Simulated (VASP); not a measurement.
Here is the system:

```
CELL_PARAMETERS angstrom
      4.22618     0.00000     0.00000
      0.00000     4.22618     0.00000
      0.00000     0.00000     4.22618
ATOMIC_POSITIONS crystal
  Ba 0.00000 0.00000 0.00000
  Hf 0.50000 0.50000 0.50000
  O  0.50000 0.00000 0.50000
  O  0.00000 0.50000 0.50000
  O  0.50000 0.50000 0.00000
```

All values below come from revPBE GGA, VASP's PBE PAW potentials (set 64) (plane waves; VASP). Numerical set-up: 520 eV cut-off, 6×6×6 Γ-centred mesh, tetrahedra with Blöchl corrections, potentials Ba_sv Hf_pv O.

Unless said otherwise, spin-orbit coupling is left out, though it shifts the bands of the heavy elements here.

### Question
Estimate the energy per atom (σ→0), band gap (on the k-mesh) with the smallest direct gap where there is one.

### Answer

- band gap (on the k-mesh): 3.55 eV
- smallest direct gap (on the k-mesh): 3.81 eV
- energy per atom (σ→0): -8.362 eV/atom

Only differences to runs with the same potentials and settings are physical.

The compound is BaHfO3 in the cubic perovskite structure. It was relaxed first.
